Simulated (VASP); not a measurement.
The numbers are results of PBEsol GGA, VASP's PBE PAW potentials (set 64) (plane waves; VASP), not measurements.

The input files of a VASP run:

KPOINTS:
```
Automatic mesh
0
Gamma
14 14 14
0 0 0
```

**INCAR**
```
SYSTEM = CuZn
PREC = Accurate
ENCUT = 520
EDIFF = 1E-7
NELM = 100
ALGO = Normal
LREAL = .FALSE.
LASPH = .TRUE.
ISMEAR = -5
GGA = PS
LMAXMIX = 4
LWAVE = .FALSE.
LCHARG = .TRUE.
LORBIT = 11
NEDOS = 601
ISIF = 2
```

POSCAR:
```
CuZn
5.8248760
  0.5000000325   0.0000000000   0.0000000000
  0.0000000000   0.5000000325   0.0000000000
  0.0000000000   0.0000000000   0.5000000325
Zn Cu
1 1
Cartesian
  0.2500000162   0.2500000162   0.2500000162
  0.0000000000   0.0000000000   0.0000000000
```

POTCAR, in this order: Zn Cu (PBE.64 set). Program: vasp_std.

Output

File OUTCAR:
```
 ion  position               nearest neighbor table
   1  0.500  0.500  0.500-   2 2.52   2 2.52   2 2.52   2 2.52   2 2.52   2 2.52   2 2.52   2 2.52
  LATTYP: Found a simple cubic cell.
 ALAT       =     2.9124381893
 Subroutine PRICEL returns:
 Original cell was already a primitive cell.
 Subroutine GETGRP returns: Found 48 space group operations
The static configuration has the point symmetry O_h .
The dynamic configuration has the point symmetry O_h .
 Subroutine INISYM returns: Found 48 space group operations
 Subroutine IBZKPT returns following result:
 Found    120 irreducible k-points:

 Following reciprocal coordinates:
            Coordinates               Weight
  0.000000  0.000000  0.000000      1.000000
  0.071429  0.000000  0.000000      6.000000
  0.142857  0.000000  0.000000      6.000000
  0.214286  0.000000  0.000000      6.000000
  0.285714  0.000000  0.000000      6.000000
  0.357143  0.000000  0.000000      6.000000
  0.428571  0.000000  0.000000      6.000000
  0.500000  0.000000  0.000000      3.000000
  0.071429  0.071429  0.000000     12.000000
  0.142857  0.071429  0.000000     24.000000
  0.214286  0.071429  0.000000     24.000000
  0.285714  0.071429  0.000000     24.000000
  0.357143  0.071429  0.000000     24.000000
  0.428571  0.071429  0.000000     24.000000
  0.500000  0.071429  0.000000     12.000000
  0.142857  0.142857  0.000000     12.000000
  0.214286  0.142857  0.000000     24.000000
  0.285714  0.142857  0.000000     24.000000
  0.357143  0.142857  0.000000     24.000000
  0.428571  0.142857  0.000000     24.000000
  0.500000  0.142857  0.000000     12.000000
  0.214286  0.214286  0.000000     12.000000
  0.285714  0.214286  0.000000     24.000000
  0.357143  0.214286  0.000000     24.000000
  0.428571  0.214286  0.000000     24.000000
...
```

**OSZICAR**
```
       N       E                     dE             d eps       ncg     rms          rms(c)
DAV:   1     0.111083755475E+03    0.11108E+03   -0.11742E+04  3728   0.258E+03
DAV:   2    -0.435093186595E+01   -0.11543E+03   -0.11266E+03  3628   0.332E+02
DAV:   3    -0.741939694094E+01   -0.30685E+01   -0.30611E+01  4329   0.734E+01
DAV:   4    -0.744188951399E+01   -0.22493E-01   -0.22495E-01  4314   0.560E+00
DAV:   5    -0.744216692847E+01   -0.27741E-03   -0.27742E-03  4579   0.644E-01    0.105E+01
DAV:   6    -0.719887940920E+01    0.24329E+00   -0.20746E+01  3971   0.122E+02    0.651E+00
DAV:   7    -0.610008930656E+01    0.10988E+01   -0.45265E+00  3908   0.128E+02    0.238E+00
DAV:   8    -0.610542419259E+01   -0.53349E-02   -0.26198E-01  4836   0.730E+00    0.138E+00
DAV:   9    -0.609433607807E+01    0.11088E-01   -0.21525E-02  4508   0.385E+00    0.721E-02
DAV:  10    -0.609431159327E+01    0.24485E-04   -0.55823E-04  4430   0.344E-01    0.233E-02
DAV:  11    -0.609431677349E+01   -0.51802E-05   -0.93018E-06  4486   0.363E-02    0.123E-02
DAV:  12    -0.609431669479E+01    0.78695E-07   -0.69098E-07  4862   0.252E-02
   1 F= -.60943167E+01 E0= -.60943167E+01  d E =0.000000E+00
```

File OUTCAR:
```
------------------------ aborting loop because EDIFF is reached ----------------------------------------
  FORCE on cell =-STRESS in cart. coord.  units (eV):
  Direction    XX          YY          ZZ          XY          YZ          ZX
  --------------------------------------------------------------------------------------
  Total        0.0021610      0.0021610      0.0021610      0.0000000      0.0000000     -0.0000000
  in kB        0.1401526      0.1401526      0.1401526      0.0000000      0.0000000     -0.0000000
  external PRESSURE =       0.1401526 kB  Pullay stress =       0.0000000 kB
  volume of cell :       24.70
      direct lattice vectors                 reciprocal lattice vectors
     2.912438189  0.000000000  0.000000000     0.343354926  0.000000000  0.000000000
     0.000000000  2.912438189  0.000000000     0.000000000  0.343354926  0.000000000
     0.000000000  0.000000000  2.912438189     0.000000000  0.000000000  0.343354926
 POSITION                                       TOTAL-FORCE (eV/Angst)
 -----------------------------------------------------------------------------------
      1.45622      1.45622      1.45622         0.000000      0.000000      0.000000
      0.00000      0.00000      0.00000         0.000000      0.000000      0.000000
 -----------------------------------------------------------------------------------
    total drift:                                0.000000      0.000000     -0.000000
  FREE ENERGIE OF THE ION-ELECTRON SYSTEM (eV)
  ---------------------------------------------------
  free  energy   TOTEN  =        -6.0943166948 eV

  energy  without entropy=       -6.0943166948  energy(sigma->0) =       -6.09431669

 total charge

# of ion       s       p       d       tot
------------------------------------------
    1        0.590   0.554   9.740  10.884
    2        0.439   0.409   9.177  10.025
--------------------------------------------------
tot          1.029   0.962  18.917  20.908
```
(Selected blocks of OUTCAR.)

For a metal the tetrahedron method with Blöchl corrections gives inexact stress and forces.

The compound is CuZn in the CsCl type structure. It was relaxed first. The electron count is odd and the run is not spin-polarised, which forces a metal.
